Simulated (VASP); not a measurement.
Here is a VASP 6.6.1 calculation.

Contents of INCAR:

```
SYSTEM = PmSe
  PREC = Accurate
  ENCUT = 520
  EDIFF = 1E-6
  ISMEAR = 0
  SIGMA = 0.05
  LREAL = .False.
  LASPH = .True.
  NELM = 150
  ALGO = Normal
  ISIF = 2
  LWAVE = .False.
  LCHARG = .False.
  ISPIN = 2
  MAGMOM = 4 0
  LORBIT = 11
  NUPDOWN = 0
  LMAXMIX = 6
  LDAU = .True.
  LDAUTYPE = 2
  LDAUL = 3 -1
  LDAUU = 4 0
  LDAUJ = 0 0
  LDAUPRINT = 1
  GGA = CA
```

KPOINTS

```
regular mesh
0
Gamma
  5 5 5
  0 0 0
```

The input POSCAR:

```
PmSe
1.0
    0.0000000000      3.2231904100      3.2231904100
    3.2231904100      0.0000000000      3.2231904100
    3.2231904100      3.2231904100      0.0000000000
Pm Se
1 1
Direct
    0.0000000000      0.0000000000      0.0000000000
    0.2500000000      0.2500000000      0.2500000000
```

Potentials or basis: VASP PAW PBE potentials, release 64 (Pm, Se).

Run with:

```sh
$ cat potpaw_PBE.64/Pm/POTCAR potpaw_PBE.64/Se/POTCAR > POTCAR
$ mpirun -np 1 vasp_std > vasp.out
```

Task: What does it give for the pressure?

Result: 1.2 GPa.

Eigenvalues of the final occupation matrices:
| site | spin | trace | eigenvalues |
| --- | --- | --- | --- |
| site 1 f | 1 | 1.85 | 0.00 0.00 0.00 0.29 0.29 0.29 0.96 |
| site 1 f | 2 | 2.47 | 0.00 0.00 0.00 0.01 0.82 0.82 0.82 |

Caveat: the magnetic or orbital state may not be the lowest; the moment is held away from its start; the PAW data sets were made with another functional, which shifts forces and pressure a little; spin-orbit coupling is left out, which moves the levels of the heavy elements; the total moment is fixed, so each spin has its own Fermi level. The state reached can hang on the start; a lower one may exist.
